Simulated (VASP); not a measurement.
Input:

```
CELL_PARAMETERS angstrom
      4.02888     0.00000     0.00000
      0.00000     4.02888     0.00000
      0.00000     0.00000     4.02888
ATOMIC_POSITIONS crystal
  K  0.00000 0.00000 0.00000
  Ta 0.50000 0.50000 0.50000
  O  0.50000 0.00000 0.50000
  O  0.00000 0.50000 0.50000
  O  0.50000 0.50000 0.00000
```

Method: PBE GGA, VASP's PBE PAW potentials (set 64) (plane waves; VASP). Numerical set-up: 520 eV cut-off, 6×6×6 Γ-centred mesh, tetrahedra with Blöchl corrections, potentials K_sv Ta_pv O.

The cores are frozen, which limits the accuracy of field gradients.

Task: Give the principal components of the electric field gradient (V/Å²) and the asymmetry η at each nucleus.

Result: 
```
atom    Vxx    Vyy   Vzz     η
----  -----  -----  ----  ----
K1      0.0    0.0   0.0     -
Ta2     0.0    0.0   0.0     -
O3    -12.2  -12.2  24.4  0.00
O4    -12.2  -12.2  24.4  0.00
O5    -12.2  -12.2  24.4  0.00
```

The compound is KTaO3 in the cubic perovskite structure. It was relaxed first.
